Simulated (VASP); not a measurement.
Energy against volume of HfB2 (AlB2 type). These are PBE GGA with D4 dispersion, VASP's PBE PAW potentials (set 64) (plane waves; VASP) values and carry that method's errors. Settings: 520 eV cut-off, 11×11×9 Γ-centred mesh, first-order Methfessel-Paxton smearing of 0.10 eV, potentials Hf_pv B.

Shape and ions are relaxed at each volume.

```tsv
V (Å³/atom)	E (eV/atom)
9.140	-9.08197
9.431	-9.10586
9.723	-9.11313
10.015	-9.10608
```

Problem. Fit these four points and predict the energy of the run at 10.306 Å³/atom.

Solution. A cubic in V^(−2/3), the third-order Birch-Murnaghan form, passes through the four points with V0 = 9.72 Å³/atom and B0 = 262 GPa, and gives -9.0868 eV/atom there. The run gave -9.0867 eV/atom, +0.1 meV/atom from the fit; all five points give B0 = 262 GPa.

The compound is HfB2 in the AlB2 type structure. It was relaxed first.
